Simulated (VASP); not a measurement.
```yaml
crystal:
  lattice:
    - [0.00000, 2.13629, 2.13629]
    - [2.13629, 0.00000, 2.13629]
    - [2.13629, 2.13629, 0.00000]
  atoms:
    - { symbol: Si, position: [0.00000, 0.00000, 0.00000] }
    - { symbol: C, position: [0.25000, 0.25000, 0.25000] }
```

Level of theory: LDA (Ceperley-Alder, Perdew-Zunger), VASP's LDA PAW potentials (set 64) (plane waves; VASP). Settings: 620 eV cut-off, 11×11×11 Γ-centred mesh, Gaussian smearing of 0.050 eV, potentials Si C.

Question: What does the run give for the energy per atom (σ→0), pressure?

Answer: 
| Property | Result |
|---|---|
| energy per atom (σ→0) | -8.310 eV/atom |
| pressure | 9.98 GPa |

Only differences to runs with the same potentials and settings are physical.

The compound is SiC in the zinc blende structure. It was relaxed first under an external pressure of 10 GPa.
